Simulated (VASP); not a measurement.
Input for VASP

### POSCAR
```
CoGa
1
    5.4423360000     0.0000000000     0.0000000000
    0.0000000000     5.4423360000     0.0000000000
    0.0000000000     0.0000000000     5.4423360000
Ga Co
1 1
Direct
  0.5000000000   0.5000000000   0.5000000000
  0.0000000000   0.0000000000   0.0000000000
```

INCAR:
```
SYSTEM = CoGa
PREC = Accurate
ENCUT = 400
EDIFF = 1E-6
NELM = 100
ALGO = Normal
LREAL = .FALSE.
LASPH = .TRUE.
ISMEAR = 1
SIGMA = 0.1
GGA = PE
LMAXMIX = 4
LWAVE = .FALSE.
LCHARG = .FALSE.
ISIF = 2
```

KPOINTS:
```
Automatic mesh
0
Gamma
3 3 3
0 0 0
```

POTCAR, in this order: Ga_d Co (PBE.64 set). Program: vasp_std.

The run wrote:

### standard output
```
 POSCAR found type information on POSCAR GaCo
 POSCAR found :  2 types and       2 ions
 Reading from existing POTCAR
 Reading from existing POTCAR
 LDA part: xc-table for (Slater+PW92), standard interpolation
 POSCAR, INCAR and KPOINTS ok, starting setup
 WAVECAR not read
 entering main loop
       N       E                     dE             d eps       ncg     rms          rms(c)
DAV:   1     0.888640609099E+02    0.88864E+02   -0.81709E+03   120   0.113E+03
DAV:   2     0.245432407123E+01   -0.86410E+02   -0.84180E+02   127   0.260E+02
DAV:   3    -0.242695706368E+01   -0.48813E+01   -0.48010E+01   155   0.663E+01
DAV:   4    -0.253059230804E+01   -0.10364E+00   -0.10353E+00   128   0.100E+01
DAV:   5    -0.253564905593E+01   -0.50567E-02   -0.50563E-02   157   0.194E+00    0.160E+00
DAV:   6    -0.232974113080E+01    0.20591E+00   -0.18783E-01   120   0.384E+00    0.900E-01
DAV:   7    -0.233792408764E+01   -0.81830E-02   -0.27606E-01   149   0.475E+00    0.389E+00
DAV:   8    -0.230184801735E+01    0.36076E-01   -0.84168E-01   128   0.299E+00    0.725E-01
DAV:   9    -0.230667813201E+01   -0.48301E-02   -0.55454E-02   141   0.132E+00    0.276E-01
DAV:  10    -0.230438639266E+01    0.22917E-02   -0.25910E-02   120   0.119E+00    0.106E-01
DAV:  11    -0.230363474723E+01    0.75165E-03   -0.46357E-03   141   0.434E-01    0.436E-02
DAV:  12    -0.230380266347E+01   -0.16792E-03   -0.41914E-04   141   0.747E-02    0.367E-02
DAV:  13    -0.230372521709E+01    0.77446E-04   -0.57224E-04   127   0.154E-01    0.170E-02
DAV:  14    -0.230371125901E+01    0.13958E-04   -0.69180E-05   141   0.571E-02    0.452E-03
DAV:  15    -0.230371137826E+01   -0.11925E-06   -0.26802E-06   134   0.883E-03
   1 F= -.23037114E+01 E0= -.22803014E+01  d E =-.702300E-01
```

### OUTCAR
```
------------------------ aborting loop because EDIFF is reached ----------------------------------------
  FORCE on cell =-STRESS in cart. coord.  units (eV):
  Direction    XX          YY          ZZ          XY          YZ          ZX
  --------------------------------------------------------------------------------------
  Total       -2.2448052     -2.2448052     -2.2448052      0.0000000      0.0000000      0.0000000
  in kB      -22.3117267    -22.3117267    -22.3117267      0.0000000      0.0000000      0.0000000
  external PRESSURE =     -22.3117267 kB  Pullay stress =       0.0000000 kB
  volume of cell :      161.20
      direct lattice vectors                 reciprocal lattice vectors
     5.442336000  0.000000000  0.000000000     0.183744627  0.000000000  0.000000000
     0.000000000  5.442336000  0.000000000     0.000000000  0.183744627  0.000000000
     0.000000000  0.000000000  5.442336000     0.000000000  0.000000000  0.183744627
 POSITION                                       TOTAL-FORCE (eV/Angst)
 -----------------------------------------------------------------------------------
      2.72117      2.72117      2.72117         0.000000      0.000000      0.000000
      0.00000      0.00000      0.00000         0.000000      0.000000      0.000000
 -----------------------------------------------------------------------------------
    total drift:                                0.000000      0.000000      0.000000
  FREE ENERGIE OF THE ION-ELECTRON SYSTEM (eV)
  ---------------------------------------------------
  free  energy   TOTEN  =        -2.3037113783 eV

  energy  without entropy=       -2.2334813905  energy(sigma->0) =       -2.28030138
```
(Selected blocks of OUTCAR.)

The run ends quietly. Is anything wrong with it?

The cause: the lattice was typed in bohr, and VASP reads ångström. The run ends without an error. Against the sound run, the energy per atom (σ→0) increases by 4.098 eV/atom; the pressure drops by 2.04 GPa; the volume rises by 570 %. To mend it, correct POSCAR, correct KPOINTS.
### POSCAR
```
CoGa
1
    2.8800000000     0.0000000000     0.0000000000
    0.0000000000     2.8800000000     0.0000000000
    0.0000000000     0.0000000000     2.8800000000
Ga Co
1 1
Direct
  0.5000000000   0.5000000000   0.5000000000
  0.0000000000   0.0000000000   0.0000000000
```
**KPOINTS**
```
Automatic mesh
0
Gamma
10 10 10
0 0 0
```
The mended run (PBE GGA, plane waves, VASP's PBE PAW potentials (set 64)) converges, and its OSZICAR ends with
```
   1 F= -.10475921E+02 E0= -.10476157E+02  d E =0.709157E-03
```

The compound is CoGa in the CsCl type structure. The cell was not relaxed at this level. The run is not spin-polarised, so no magnetic state was tried.
